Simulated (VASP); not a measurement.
An input for Ansatz (written as the equivalent of a VASP run, and not itself run):

Ansatz 0.2 input:
```yaml
crystal:
  lattice:
    - [-1.3919923, 1.3919923, 1.3919923]
    - [1.3919923, -1.3919923, 1.3919923]
    - [1.3919923, 1.3919923, -1.3919923]
  atoms:
    - { symbol: Fe, position: [1.0000000, 0.0000000, 0.0000000], spin: 2.1 }
kpoints:
  mp_grid: { grid: [16, 16, 16] }
hamiltonian:
  xc: pbesol
  pseudopotentials: { kind: paw }
magnetization: { spin_polarized: true }
scf:
  occupations: { method: methfessel_paxton, width: 0.1 }
  max_iter: 100
relax:
  max_steps: 60
  f_tol: 0.01
  cell: {}
output: { forces: true, stress: true, eigenvalues: true }
```

**Question.** Translate this input to VASP (INCAR, KPOINTS, POSCAR, choice of POTCAR).

**Answer.** This is not unique; one that fits is 
**INCAR**
```
SYSTEM  =  Fe
PREC  =  Accurate; ENCUT  =  400; LREAL  =  .FALSE.
LASPH  =  .TRUE.
EDIFF  =  1E-6; NELM  =  100; ALGO  =  Normal
LMAXMIX  =  4
ISMEAR  =  1; SIGMA  =  0.1
GGA  =  PS
ISPIN  =  2; MAGMOM  =  2.1
IBRION  =  2; NSW  =  60; ISIF  =  3
EDIFFG  =  -0.01
LWAVE  =  .FALSE.; LCHARG  =  .FALSE.; LORBIT  =  10
```

### POSCAR
```
Fe
1.0
 -1.3919923232   1.3919923232   1.3919923232
  1.3919923232  -1.3919923232   1.3919923232
  1.3919923232   1.3919923232  -1.3919923232
Fe
1
Cartesian
 -1.3919923232   1.3919923232   1.3919923232
```

KPOINTS:
```
Automatic mesh
0
Gamma
16 16 16
0 0 0
```

POTCAR, in this order: Fe (PBE.64 set). Program: vasp_std.

Limits of the translation: each code has its own PAW files, so the cut-off isn't converted (ENCUT is set for VASP's; basis.ecutwfc is left out, and Ansatz then takes the one that its files recommend); Ansatz stops its SCF on the density residual and VASP on the energy change (EDIFF).

The compound is Fe in the bcc structure. This run relaxes it. Symmetry was kept, so distortions that lower it aren't found. The start is the result of an earlier pass.
